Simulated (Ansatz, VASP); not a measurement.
# Cross-check of SrCl2 between VASP and Ansatz

One calculation is typed for both programs; each brings its own data sets and cutoff. How far apart do they land? The cell is taken from a series of VASP runs on this material, whose earlier steps may have relaxed, scaled or displaced it; both programs get it as it stands.

Calculated with Ansatz 0.2.0; plane waves, with VASP 6.6.1 beside it; relaxation of cell and atoms at PBE and relaxation of cell and atoms at r2SCAN.

## (1) Set-up

Symmetry: Fm-3m, No. 225, cubic system. The conventional cell has a = 7.046 Å, b = 7.046 Å, c = 7.046 Å, α = 90.00°, β = 90.00°, γ = 90.00°. Nearest to Sr lie 8 Cl at 3.05 Å. Nearest to Cl lie 4 Sr at 3.05 Å. Farther neighbours and most contacts between anions are not listed.

## (2) VASP: relaxation of cell and atoms, PBE

The relaxed volume is the usual yardstick between codes: its relative difference is about their pressure difference at one cell divided by the bulk modulus.

Lines of VASP's logs that name or quote its potential files are left out, and so is its time.

INCAR

```
SYSTEM = SrCl2
PREC = Accurate
ENCUT = 450
EDIFF = 1E-06
NELM = 100
ISMEAR = 0
SIGMA = 0.03
LREAL = .FALSE.
ALGO = Normal
GGA = PE
NBANDS = 18
LORBIT = 11
LWAVE = .FALSE.
LCHARG = .FALSE.
KPAR = 4
IBRION = 2
NSW = 50
ISIF = 3
EDIFFG = -0.006
```

POSCAR

```
SrCl2
1.0
    0.0000000000      3.5228903651      3.5228903651
    3.5228903651      0.0000000000      3.5228903651
    3.5228903651      3.5228903651      0.0000000000
Sr Cl
1 2
Direct
    0.0000000000      0.0000000000      0.0000000000
    0.7500000000      0.7500000000      0.7500000000
    0.2500000000      0.2500000000      0.2500000000
```

KPOINTS

```
Automatic mesh
0
Gamma
6 6 6
0 0 0
```

PAW data sets: Sr_sv and Cl (PBE family, release 64).

The run is started by

```bash
mpirun -np 4 vasp_std
```

Numbers of over 12 decimals in the logs are rounded to 6 here.

The program printed:

```text
[banner, memory and clock lines left out]
running    4 mpi-ranks, on    1 nodes
 distrk:  each k-point on    1 cores,    4 groups
 distr:  one band on    1 cores,    1 groups

 POSCAR found type information on POSCAR SrCl
 POSCAR found :  2 types and       3 ions
 LDA part: xc-table for (Slater+PW92), standard interpolation
 POSCAR, INCAR and KPOINTS ok, starting setup
 FFT: planning ... GRIDC
 FFT: planning ... GRID_SOFT
 FFT: planning ... GRID
 WAVECAR not read
 entering main loop
       N       E                     dE             d eps       ncg     rms          rms(c)
DAV:   1     0.133521747812E+03    0.13352E+03   -0.10803E+04   576   0.108E+03
DAV:   2    -0.419919944997E+01   -0.13772E+03   -0.13493E+03   766   0.215E+02
DAV:   3    -0.128088029581E+02   -0.86096E+01   -0.85863E+01   754   0.553E+01
DAV:   4    -0.130767159222E+02   -0.26791E+00   -0.26775E+00   990   0.821E+00
DAV:   5    -0.130790268140E+02   -0.23109E-02   -0.23107E-02   810   0.693E-01    0.121E+01
DAV:   6    -0.127718205196E+02    0.30721E+00   -0.68843E-01   676   0.459E+00    0.789E+00
DAV:   7    -0.127801812925E+02   -0.83608E-02   -0.38039E-01   820   0.371E+00    0.213E+00
DAV:   8    -0.127873779032E+02   -0.71966E-02   -0.56229E-02   690   0.132E+00    0.346E-01
DAV:   9    -0.127887988458E+02   -0.14209E-02   -0.24510E-03   828   0.288E-01    0.122E-01
DAV:  10    -0.127900304276E+02   -0.12316E-02   -0.96022E-04   644   0.181E-01    0.321E-02
DAV:  11    -0.127901353948E+02   -0.10497E-03   -0.84182E-05   760   0.511E-02    0.404E-02
DAV:  12    -0.127901493785E+02   -0.13984E-04   -0.14309E-05   662   0.195E-02    0.496E-03
DAV:  13    -0.127901519728E+02   -0.25942E-05   -0.36752E-06   744   0.102E-02    0.408E-03
DAV:  14    -0.127901518087E+02    0.16408E-06   -0.54409E-07   514   0.457E-03
   1 F= -.12790152E+02 E0= -.12790152E+02  d E =-.127902E+02
 curvature:   0.00 expect dE= 0.000E+00 dE for cont linesearch  0.000E+00
 trial: gam= 0.00000 g(F)=  0.163E-47 g(S)=  0.188E-04 ort = 0.000E+00 (trialstep = 0.100E+01)
 search vector abs. value=  0.188E-04
 bond charge predicted
       N       E                     dE             d eps       ncg     rms          rms(c)
DAV:   1    -0.127902895270E+02   -0.13755E-03   -0.28614E-03   734   0.349E-01    0.784E-02
DAV:   2    -0.127901819622E+02    0.10756E-03   -0.26418E-04   708   0.923E-02    0.282E-02
DAV:   3    -0.127901583505E+02    0.23612E-04   -0.67594E-05   986   0.457E-02    0.199E-02
DAV:   4    -0.127901601865E+02   -0.18360E-05   -0.37437E-06   996   0.104E-02    0.132E-02
DAV:   5    -0.127901632028E+02   -0.30164E-05   -0.36092E-06   926   0.878E-03    0.267E-03
DAV:   6    -0.127901631667E+02    0.36116E-07   -0.18611E-07   342   0.320E-03
   2 F= -.12790163E+02 E0= -.12790163E+02  d E =-.113580E-04
 trial-energy change:   -0.000011  1 .order   -0.000011   -0.000019   -0.000002
 step:   1.1452(harm=  1.1452)  dis= 0.00000  next Energy=   -12.790163 (dE=-0.108E-04)
 reached required accuracy - stopping structural energy minimisation
```

OUTCAR, selected parts (step 2):

```text
ion  position               nearest neighbor table
   1  0.000  0.000  0.000-   2 3.05   2 3.05   2 3.05   2 3.05   3 3.05   3 3.05   3 3.05   3 3.05

  LATTYP: Found a face centered cubic cell.
 ALAT       =     7.0457807302

 Subroutine GETGRP returns: Found 48 space group operations
 (whereof 48 operations were pure point group operations)

The static configuration has the point symmetry O_h .

 Found     16 irreducible k-points:

   k-points           NKPTS =     16   k-points in BZ     NKDIM =     16   number of bands    NBANDS=     18

   dimension x,y,z NGX =    36 NGY =   36 NGZ =   36
   dimension x,y,z NGXF=    72 NGYF=   72 NGZF=   72

   ENCUT  =  450.0 eV  33.07 Ry    5.75 a.u.   8.62  8.62  8.62*2*pi/ulx,y,z

   NELECT =      24.0000    total number of electrons

 k-points in reciprocal lattice and weights: Automatic mesh
   0.00000000  0.00000000  0.00000000       0.005
   0.16666667  0.00000000  0.00000000       0.037
   0.33333333  0.00000000  0.00000000       0.037
   0.50000000  0.00000000  0.00000000       0.019
   0.16666667  0.16666667  0.00000000       0.028
   0.33333333  0.16666667  0.00000000       0.111
   0.50000000  0.16666667  0.00000000       0.111
  -0.33333333  0.16666667  0.00000000       0.111
  -0.16666667  0.16666667  0.00000000       0.056
[...]
-0.33333333  0.33333333  0.16666667       0.111
  -0.33333333  0.50000000  0.16666667       0.056

 average (electrostatic) potential at core
       1 -39.0421       2 -93.2732       3 -93.2732

 E-fermi :   0.1431

 k-point     1 :       0.0000    0.0000    0.0000
  band No.  band energies     occupation
    ...
      8      -2.0599      2.00000
      9      -2.0599      2.00000
     10      -0.3572      2.00000
     11      -0.3572      2.00000
     12      -0.3572      2.00000
     13       5.1953      0.00000
     14       6.0715      0.00000
     15       6.0715      0.00000
     16       8.9545      0.00000
     17       8.9545      0.00000
    ...

 k-point     2 :       0.1667    0.0000    0.0000
  band No.  band energies     occupation
    ...
      8      -1.9632      2.00000
      9      -1.8872      2.00000
     10      -0.6560      2.00000
     11      -0.4986      2.00000
     12      -0.4986      2.00000
     13       5.7757      0.00000
     14       6.2641      0.00000
     15       6.2641      0.00000
     16       7.9301      0.00000
     17       8.6157      0.00000
    ...

 k-point     3 :       0.3333    0.0000    0.0000
  band No.  band energies     occupation
    ...
      8      -1.7179      2.00000
      9      -1.5593      2.00000
     10      -1.1535      2.00000
     11      -0.8150      2.00000
     12      -0.8150      2.00000
     13       6.5644      0.00000
     14       6.5644      0.00000
     15       6.7232      0.00000
     16       7.8465      0.00000
     17       8.4379      0.00000
    ...

  Total       -0.0025054     -0.0025054     -0.0025054      0.0000000      0.0000000      0.0000000
  in kB       -0.0459489     -0.0459489     -0.0459489      0.0000000      0.0000000      0.0000000
  external PRESSURE =      -0.0459489 kB  Pullay stress =       0.0000000 kB

  energy-cutoff  :      450.00
  volume of cell :       87.36
      direct lattice vectors                 reciprocal lattice vectors
    -0.000000000  3.521770604  3.521770604    -0.141974040  0.141974040  0.141974040
     3.521770604  0.000000000  3.521770604     0.141974040 -0.141974040  0.141974040
     3.521770604  3.521770604  0.000000000     0.141974040  0.141974040 -0.141974040

 POSITION                                       TOTAL-FORCE (eV/Angst)
 -----------------------------------------------------------------------------------
      3.52177      0.00000      3.52177        -0.000000      0.000000     -0.000000
      5.28266      5.28266      5.28266        -0.000000     -0.000000     -0.000000
      1.76089      1.76089      1.76089         0.000000      0.000000      0.000000
 -----------------------------------------------------------------------------------
    total drift:                                0.000000      0.000000      0.000000

  FREE ENERGIE OF THE ION-ELECTRON SYSTEM (eV)
  ---------------------------------------------------
  free  energy   TOTEN  =       -12.7901631667 eV

  energy  without entropy=      -12.7901631667  energy(sigma->0) =      -12.79016317

 reached required accuracy - stopping structural energy minimisation

 total charge
# of ion       s       p       d       tot
------------------------------------------
    1        1.995   5.769   0.143   7.907
    2        1.592   3.579   0.000   5.170
    3        1.592   3.579   0.000   5.170
--------------------------------------------------
tot          5.179  12.926   0.143  18.248

[... 3 further parts left out ...]
```

CONTCAR:

```
SrCl2
   1.00000000000000
    -0.0000000000000000    3.5217706043162651    3.5217706043162651
     3.5217706043162651    0.0000000000000000    3.5217706043162651
     3.5217706043162651    3.5217706043162651    0.0000000000000000
  Sr              Cl
     1     2
Direct
     0.0000000000000000    1.0000000000000000    0.0000000000000000
     0.7500000000000000    0.7500000000000000    0.7500000000000000
     0.2500000000000000    0.2500000000000000    0.2500000000000000
```

The gap is read on the k-mesh alone, so it is an upper bound where the band edges lie off the mesh. The run keeps the 48 symmetry operations of its start, so it cannot find a distortion of lower symmetry.

## (3) Ansatz: relaxation of cell and atoms, PBE

Ansatz runs on its default PAW (the set named soft_2) files.

The same cell, functional, mesh and smearing now go to Ansatz, which takes its cutoff from its data sets.

input.yaml

```yaml
crystal:
  lattice:
    - [0.0, 3.5228903651, 3.5228903651]
    - [3.5228903651, 0.0, 3.5228903651]
    - [3.5228903651, 3.5228903651, 0.0]
  atoms:
    - { symbol: Sr, position: [0.0, 0.0, 0.0] }
    - { symbol: Cl, position: [0.75, 0.75, 0.75] }
    - { symbol: Cl, position: [0.25, 0.25, 0.25] }
hamiltonian:
  xc: pbe
  pseudopotentials: { kind: paw }
kpoints:
  mp_grid: { grid: [6, 6, 6] }
scf:
  occupations: { method: gaussian, width: 0.03 }
relax:
  f_tol: 0.01
  max_steps: 60
  cell: { stress_tol: 0.05 }
output:
  forces: true
  stress: true
  write_density: true
  write_potential: true
  elf: true
  volumetric_format: npy
```

The run is started by

```bash
ansatz run input.yaml --threads 4 --pin off --max-ram 9216MiB --backend cpu --events-out ev --progress --plain --runs-dir out
```

The program printed:

```text
Engine: ansatz 0.2.0, aarch64-unknown-linux-gnu
Pseudopotentials: kind: paw
Pseudopotential: Sr, paw, valence charge 10, recommended cutoff 420 eV (normal), Sr.paw.azcp
Pseudopotential: Cl, paw, valence charge 7, recommended cutoff 420 eV (normal), Cl.paw.azcp
Functional definition: PBE
  parameter kappa = 0.804
  parameter beta = 0.066725
  exchange = pbe_x(kappa = kappa, mu = beta*pi^2/3)
  correlation = pbe_c(beta = beta)
Crystal: 3 atoms, lattice volume = 87.443 Å³
Basis set: ecut = 420 eV, 1687 PW (Γ), exchange–correlation on 72×72×72 points (8 copies of the dense FFT grid, shifted against one another)
Bands: 16, of which v1, the nominal top of the filled ones, is band 12 counted from 1 (11 counted from 0)
Symmetry: 48 space group operations
Space group: Fm-3m (ITA 225), of the structure as read, at distance tolerance 4.4e-5 Å
k-points: 16 of 216
Non-local potential: Sr, projectors of the file, l = 0: 3, l = 1: 2, l = 2: 2
Non-local potential: Cl, projectors of the file, l = 0: 2, l = 1: 2, l = 2: 2
PAW form: soft (Blöchl's): semilocal exchange-correlation on the pseudo side does not see the compensation charge
PAW one-centre angular grid: Sr, 110 points (default); XC on 64 Gauss nodes
PAW one-centre angular grid: Cl, 110 points (default); XC on 64 Gauss nodes
Initial density: superposition of atomic densities (neutral atoms: chi_scale 0, normalization atom), corrected by the library's trained network
Initial wavefunctions: pseudopotential atomic-orbital guess
Functional: x = pbe(κ = 0.804, μ = 0.219515), c = pbe(β = 0.066725)
SCF iter   1: F=—  HF=-5710.730627 eV  |F-HF|=—  |Δ(HF+E_count)|=         —  Δρ=3.63e-4  dr2=7.75e-5  ethr=1.77e-3  ⟨swp⟩=9.6  Hψ=1891  notcnv=0
preconditioner: auto → none  [insulator: Δε(μ)=5.227 eV  Ē_g=14.003 eV  σ=0.030 eV  W_gap=1.00  n_scr=14 (ndim 8)  ℏωp=18.6 eV  f_vac=0.095  D(μ)=0.00/eV (n_scr^D=0)  ε∞_Penn≈2.8]
SCF iter   2: F=—  HF=-5710.731902 eV  |F-HF|=—  |Δ(HF+E_count)|=   1.28e-3  Δρ=1.90e-4  dr2=1.69e-5  ethr=3.23e-7  ⟨swp⟩=3.3  Hψ=815  notcnv=0
SCF iter   3: F=—  HF=-5710.731926 eV  |F-HF|=—  |Δ(HF+E_count)|=   2.40e-5  Δρ=1.04e-4  dr2=3.41e-6  ethr=7.03e-8  ⟨swp⟩=2.0  Hψ=352  notcnv=0
SCF iter   4: F=—  HF=-5710.731957 eV  |F-HF|=—  |Δ(HF+E_count)|=   3.14e-5  Δρ=1.98e-5  dr2=3.21e-7  ethr=1.42e-8  ⟨swp⟩=2.0  Hψ=473  notcnv=0
iter 5 did not close the SCF: its close was put off for the readings that it lacked (scf_convergence_deferred on its scf_iter line)
SCF iter   5: F=-5710.731957 eV  HF=-5710.731957 eV  |F-HF|=1.47e-8  |Δ(HF+E_count)|=   5.55e-8  Δρ=1.05e-5  dr2=7.86e-8  ethr=1.34e-9  ⟨swp⟩=2.4  Hψ=435  notcnv=0
SCF iter   6: F=-5710.731957 eV  HF=-5710.731957 eV  |F-HF|=2.58e-9  |Δ(HF+E_count)|=   7.39e-9  Δρ=4.26e-6  dr2=1.27e-8  ethr=3.27e-10  ⟨swp⟩=6.6  Hψ=1700  notcnv=0
SCF 1 converged in 6 iterations: F = -5710.731957 eV  dr2 = 1.27e-8
  greatest PAW one-centre occupation: 0.986 electrons in one spin orbital (limit 2), on the Sr atom at site 0 (counted from 0), in its partial waves of l = 0
relax step   1: F+E_penalty+E_count = -5710.73195728 eV  Δ(F+E_penalty+E_count) = +0.000e0 eV  max|allowed force component| = 5.782e-19 eV/Å  Δτ_max = 0.0000 Å  P = -0.065 GPa  Ω = 87.443 Å³  (6 SCF iters, dr2 threshold 1.00e-7 eV, accepted)
[...]
relax step   2: F+E_penalty+E_count = -5710.73199385 eV  Δ(F+E_penalty+E_count) = -3.657e-5 eV  max|allowed force component| = 4.433e-18 eV/Å  Δτ_max = 0.0000 Å  P = -0.006 GPa  Ω = 87.288 Å³  energy of the carried Pulay correction = +1.837e-6 eV  (4 SCF iters, dr2 threshold 1.07e-8 eV, accepted)
[...]
relax step   3: F+E_penalty+E_count = -5710.73199335 eV  Δ(F+E_penalty+E_count) = +4.980e-7 eV  max|allowed force component| = 4.722e-18 eV/Å  Δτ_max = 0.0000 Å  P = -0.006 GPa  Ω = 87.288 Å³  stress off target by 5.84e-3 GPa  SCF on the basis re-selected at this cell (its energy is not comparable with the rows above)  (4 SCF iters)
basis re-selected at this cell: Δ(F+E_penalty+E_count) = +4.980e-7 eV, ΔP = -0.000 GPa vs the last step (what re-selecting the basis moved, of the pressure what is left beyond the Pulay correction that the steps carried, after the strain that the cell walked since its last selection, with what the two solves' SCF thresholds leave and, on support functions, any second-order correction that the steps lacked; it is no m [...]
SCF converged after 4 iterations
Free energy (F): -5710.731993 eV
Harris-Foulkes:  -5710.731993 eV  (|F-HF|=6.37e-12)
Internal energy: -5710.731993 eV  (E = F + TS)
E sigma→0 (E₀):  -5710.731993 eV
Fermi energy:    5.457236 eV
--- Per-component energies (eV) ---
  E_band       = -153.043216
  E_kinetic    = 567.692628
  E_local      = -1198.814901  (includes V_loc(G=0)·N_el)
  E_nonlocal   = 258.719360
  E_hartree    = 330.714989
  E_xc         = -388.727920
  E_vxc        = -407.544724  (∫ρ·V_xc dr)
  E_paw        = -4013.333736  (= ΣΔE_a)
  E_vpaw       = -34.525705  (= ΣTr[D̂ρ^β])
  E_aug_tail   = 0.000179  (compensation charges beyond the density's cutoff)
  E_ewald      = -1266.982593
  E_smearing   = -0.000000  (= −TS)
  E_closure    = 0.000000  (closes the sum)
  Σ components = -5710.731993   (vs F -5710.731993, Δ=0.00e0)
--- Forces (eV/Å), atoms counted from 1 ---
  atom   1  Sr    -0.00000000     0.00000000     0.00000000
  atom   2  Cl    -0.00000000     0.00000000    -0.00000000
  atom   3  Cl     0.00000000    -0.00000000     0.00000000
  max |Σ_I F_I| component: 1.16e-18 eV/Å
--- Stress (GPa, compression-positive) ---
       -0.005845      -0.000000      -0.000000
       -0.000000      -0.005845       0.000000
       -0.000000       0.000000      -0.005845
  P = ⅓ Tr σ = -0.0058 GPa (-0.058 kbar)
--- Band table (eV; the first three rows and the last of 16) ---
  k-point 0: bands = [... 8 lower, 0.8156, 2.5158, 2.5158, 2.5158, 8.0749, 8.9491, 8.9491, 11.7661]
  k-point 1: bands = [... 8 lower, 0.9877, 2.2176, 2.3749, 2.3749, 8.6555, 9.1430, 9.1430, 10.7845]
  k-point 2: bands = [... 8 lower, 1.3146, 1.7205, 2.0591, 2.0591, 9.4476, 9.4476, 9.6000, 10.7153]
  k-point 15: bands = [... 8 lower, 1.3424, 2.0490, 2.5202, 2.7731, 8.8034, 9.8796, 10.0531, 10.1934]
--- Relaxed structure (2 steps of the walk, 2 accepted, 1 SCFs on fresh bases) ---
  F+E_penalty+E_count = -5710.73199335 eV   max|allowed force component| = 4.722e-18 eV/Å   (the final SCF, on the basis selected at the relaxed cell)
  cell:  # Å, volume = 87.2877 Å³
    - [0, 3.520797, 3.520797]
    - [3.520797, 0, 3.520797]
    - [3.520797, 3.520797, 0]
  atoms:
    - { symbol: Sr, position: [0, 0, 0] }
    - { symbol: Cl, position: [0.75, 0.75, 0.75] }
    - { symbol: Cl, position: [0.25, 0.25, 0.25] }
```

Elapsed: 1.3 s, on 4 threads of Arm Neoverse V2, shared host; peak memory 0.35 GiB; 4.2 s of CPU time.

## (4) Comparison

Known differences besides the potentials themselves: both relaxations stop at a tolerance, which leaves soft axes loose, and VASP keeps its plane-wave basis; the cutoff is 420 eV in Ansatz and 450 eV in VASP; VASP leaves aspherical gradient terms in its spheres out (LASPH is not set), Ansatz keeps them; Ansatz adds a Pulay correction to the stress that steers its cell, VASP none. Total energies have different zeros and are not compared.

Both answers:

```tsv
quantity	Ansatz	VASP	difference
volume (Å³)	87.29	87.36	-0.08 %
edge a after relaxation, in the typed setting (Å)	4.979	4.981	-0.03 %
```

The walks stopped with -0.01 GPa left in Ansatz and 0.00 GPa in VASP; each walk ends within a tolerance, so the volume difference is uncertain by about these residues over the bulk modulus, most in soft cells.

[end of part 1 of 2]

[Lines on the potential files, build, host, timing and source positions are cut from VASP's logs without a mark.]

[Logs are printed without paths, hosts, clocks, repeated set-up lines and the standing remarks that a program may print on its own settings, such as how far it seeks lower states.]

[Hosts, paths, dates, database ids (printed as entryN), source tags and the programs' standing remarks are cut or masked in the printed files.]
